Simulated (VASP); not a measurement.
Computed with LDA (Ceperley-Alder, Perdew-Zunger), VASP's LDA PAW potentials (set 64) (plane waves; VASP).

VASP ran on this input.

### INCAR
```
EDIFF = 1E-6   ! SCF stop (eV)
LREAL = .FALSE.
ISIF = 2   ! forces and stress, cell fixed
NELM = 100   ! most electronic steps
ISMEAR = 0   ! Gaussian
PREC = Accurate
LWAVE = .FALSE.
SYSTEM = SnSe2
LMAXMIX = 4
SIGMA = 0.272
ENCUT = 300   ! plane-wave cut-off (eV)
LASPH = .TRUE.
LCHARG = .FALSE.
ALGO = Normal
```

**KPOINTS**
```
K-points
0
G
 8 8 8
```

File POSCAR:
```
SnSe2
1
    0.0000000000     3.2714330000     3.2714330000
    3.2714330000     0.0000000000     3.2714330000
    3.2714330000     3.2714330000     0.0000000000
Sn Se
1 2
Direct
  0.0000000000   0.0000000000   0.0000000000
  0.2500000000   0.2500000000   0.2500000000
  0.7500000000   0.7500000000   0.7500000000
```

POTCAR, in this order: Sn_d Se (LDA.64 set). Program: vasp_std.

Question: What will the output report for the number of irreducible k-points (NKPTS), largest plane-wave count, number of space-group operations, FFT grid (NGX, NGY, NGZ)?

Answer: 
```json
{
  "number of irreducible k-points (NKPTS)": "29",
  "largest_plane_wave_count": "869",
  "number_of_space_group_operations": "48",
  "FFT grid (NGX, NGY, NGZ)": "28 × 28 × 28"
}
```

The structure was generated: SnSe2 was put into an ordered model structure, which need not be its known phase. The cell was not relaxed at this level. The run is one of a series of settings (GGA removed, POTCAR Sn_d Se (LDA.64 set) against the base run), some of them coarse on purpose.
